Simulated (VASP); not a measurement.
Input of a VASP 6.6.1 run:

File INCAR:

```
SYSTEM = Sn2Bi2O
ALGO = Normal
EDIFF = 1E-6
EDIFFG = -0.01
ENCUT = 520
GGA = PE
IBRION = 2
ISIF = 3
ISMEAR = 0
KPAR = 8
LASPH = .TRUE.
LCHARG = .FALSE.
LREAL = .FALSE.
LWAVE = .FALSE.
NELM = 120
NSW = 90
PREC = Accurate
SIGMA = 0.1
```

The input KPOINTS:

```
k-points
0
G
  8 8 2
  0 0 0
```

POSCAR

```
Sn2Bi2O
1.0
    3.9360000000      0.0000000000      0.0000000000
    0.0000000000      3.9360000000      0.0000000000
    0.0000000000      0.0000000000     18.5670000000
Sn Bi O
4 4 2
Direct
    0.0000000000      0.5000000000      0.9379005800
    0.5000000000      0.0000000000      0.0620994200
    0.5000000000      0.5000000000      0.5000000000
    0.0000000000      0.0000000000      0.5000000000
    0.5000000000      0.0000000000      0.6542252400
    0.5000000000      0.0000000000      0.8142941800
    0.0000000000      0.5000000000      0.3457747600
    0.0000000000      0.5000000000      0.1857058200
    0.5000000000      0.5000000000      0.0000000000
    0.0000000000      0.0000000000      0.0000000000
```

Potentials or basis: VASP PAW PBE potentials, release 64 (Sn_d, Bi_d, O).

The run is started by

```bash
$ cat potpaw_PBE.64/Sn_d/POTCAR potpaw_PBE.64/Bi_d/POTCAR potpaw_PBE.64/O/POTCAR > POTCAR
$ mpirun -np 8 vasp_std > vasp.out
```

Task: Estimate the band gap on the k mesh.

Result: None (metal or under the smearing width).

Task: Estimate the space group after relaxing (to 0.05 Å).

Result: P4/nmm (No. 129).

Task: Estimate the relaxed volume.

Result: 30.94 Å³/atom.

The path:
| step | energy change (eV) | largest force (eV/Å) | pressure (GPa) | volume (Å³) |
| --- | --- | --- | --- | --- |
| 1 | 0.0000 | 0.2957 | 0.79 | 287.64 |
| 3 | -0.0160 | 0.1816 | -0.12 | 292.48 |
| 5 | -0.0248 | 0.1554 | 0.06 | 292.88 |
| 7 | -0.0366 | 0.1970 | -0.24 | 295.78 |
| 9 | -0.0431 | 0.2723 | -0.64 | 300.19 |
| 11 | -0.0505 | 0.2743 | -0.53 | 300.57 |
| 13 | -0.0748 | 0.2576 | -0.18 | 302.08 |
| 15 | -0.0819 | 0.3158 | 0.07 | 303.14 |
| 17 | -0.0959 | 0.1086 | 0.15 | 304.31 |
| 19 | -0.0987 | 0.0343 | 0.04 | 305.63 |
| 21 | -0.1016 | 0.1053 | -0.17 | 307.35 |
| 23 | -0.1034 | 0.0550 | -0.06 | 307.40 |
| 25 | -0.1038 | 0.0333 | 0.04 | 306.87 |
| 27 | -0.1040 | 0.0225 | 0.02 | 307.13 |
| 29 | -0.1040 | 0.0304 | -0.01 | 307.27 |
| 31 | -0.1043 | 0.0169 | 0.02 | 307.24 |
| 33 | -0.1044 | 0.0101 | 0.04 | 307.22 |
| 35 | -0.1047 | 0.0444 | -0.03 | 307.91 |
| 37 | -0.1048 | 0.0541 | -0.06 | 308.15 |
| 39 | -0.1053 | 0.0439 | -0.02 | 308.61 |
| 41 | -0.1057 | 0.0265 | -0.01 | 309.36 |
| 43 | -0.1057 | 0.0237 | -0.01 | 309.49 |
| 45 | -0.1057 | 0.0240 | -0.01 | 309.47 |
| 46 | -0.1058 | 0.0048 | 0.01 | 309.38 |

Caveat: spin-orbit coupling is left out, which moves the levels of the heavy elements.
